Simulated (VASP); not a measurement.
Output of a VASP run:

**OSZICAR**
```
       N       E                     dE             d eps       ncg     rms          rms(c)
DAV:   1     0.139984253477E+03    0.13998E+03   -0.10661E+04  5000   0.101E+03
DAV:   2    -0.789796013503E+01   -0.14788E+03   -0.14674E+03  6200   0.321E+02
DAV:   3    -0.188414014338E+02   -0.10943E+02   -0.10897E+02  9096   0.584E+01
DAV:   4    -0.189811553463E+02   -0.13975E+00   -0.13971E+00  5312   0.762E+00
DAV:   5    -0.189838659713E+02   -0.27106E-02   -0.27106E-02  7056   0.762E-01    0.155E+01
DAV:   6    -0.183009210941E+02    0.68294E+00   -0.10070E+00  5000   0.856E+00    0.619E+00
DAV:   7    -0.181497309864E+02    0.15119E+00   -0.64255E-01  6512   0.590E+00    0.108E+00
DAV:   8    -0.181507662087E+02   -0.10352E-02   -0.37078E-02  7400   0.161E+00    0.237E-01
DAV:   9    -0.181507204564E+02    0.45752E-04   -0.88561E-04  5448   0.251E-01    0.430E-02
DAV:  10    -0.181506630046E+02    0.57452E-04   -0.22119E-05  7064   0.336E-02    0.174E-02
DAV:  11    -0.181506498319E+02    0.13173E-04   -0.55348E-06  5568   0.230E-02    0.532E-03
DAV:  12    -0.181506506855E+02   -0.85358E-06   -0.36861E-07  3536   0.536E-03
   1 F= -.18150651E+02 E0= -.18141654E+02  d E =-.179929E-01
```

OUTCAR:
```
------------------------ aborting loop because EDIFF is reached ----------------------------------------
  FORCE on cell =-STRESS in cart. coord.  units (eV):
  Direction    XX          YY          ZZ          XY          YZ          ZX
  --------------------------------------------------------------------------------------
  Total       -0.6530314     -0.6530312     -0.5354260      0.0000001     -0.0000000      0.0000000
  in kB      -22.8942861    -22.8942787    -18.7712210      0.0000041     -0.0000000      0.0000000
  external PRESSURE =     -21.5199286 kB  Pullay stress =       0.0000000 kB
  volume of cell :       45.70
      direct lattice vectors                 reciprocal lattice vectors
     3.209105000  0.000000000  0.000000000     0.311613363  0.179910144  0.000000000
    -1.604553000  2.779166000  0.000000000     0.000000000  0.359820176  0.000000000
     0.000000000  0.000000000  5.124118000     0.000000000  0.000000000  0.195155537
 POSITION                                       TOTAL-FORCE (eV/Angst)
 -----------------------------------------------------------------------------------
     -0.00000      1.85278      1.28103         0.000000     -0.000000      0.000000
      1.60455      0.92639      3.84309        -0.000000      0.000000      0.000000
 -----------------------------------------------------------------------------------
    total drift:                               -0.000973      0.000562     -0.000019
  FREE ENERGIE OF THE ION-ELECTRON SYSTEM (eV)
  ---------------------------------------------------
  free  energy   TOTEN  =       -18.1506506855 eV

  energy  without entropy=      -18.1326577977  energy(sigma->0) =      -18.14165424
```
(Selected blocks of OUTCAR.)

POSCAR:
```
Zr
1
    3.2091050000     0.0000000000     0.0000000000
   -1.6045530000     2.7791660000     0.0000000000
    0.0000000000     0.0000000000     5.1241180000
Zr
2
Direct
  0.3333330000   0.6666670000   0.2500000000
  0.6666670000   0.3333330000   0.7500000000
```

Question: Write an INCAR and KPOINTS that could have produced this output.

Answer: One answer among several that fit: the input of the run itself, PBEsol GGA, plane waves, VASP's PBE PAW potentials (set 64).

**INCAR**
```
! general
SYSTEM   =  Zr
PREC     =  Accurate
ENCUT    =  300
LREAL    =  .FALSE.
LASPH    =  .TRUE.

! electronic loop
EDIFF    =  1E-6
NELM     =  100
ALGO     =  Normal
LMAXMIX  =  4

! smearing
ISMEAR   =  0
SIGMA    =  0.136

! functional
GGA      =  PS

! ions
ISIF     =  2

! output
LWAVE    =  .FALSE.
LCHARG   =  .FALSE.
```

**KPOINTS**
```
Regular mesh
0
Gamma
  16 16 9
```

POTCAR, in this order: Zr_sv (PBE.64 set). Program: vasp_std.

At this cut-off the stress carries a Pulay error, which pulls relaxed volumes low.

The structure comes from a computed database's Zr entry (P6_3/mmc); how it stands against other phases isn't given here. The cell was not relaxed at this level. The run is one of a series of settings (GGA = PS against the base run), some of them coarse on purpose.
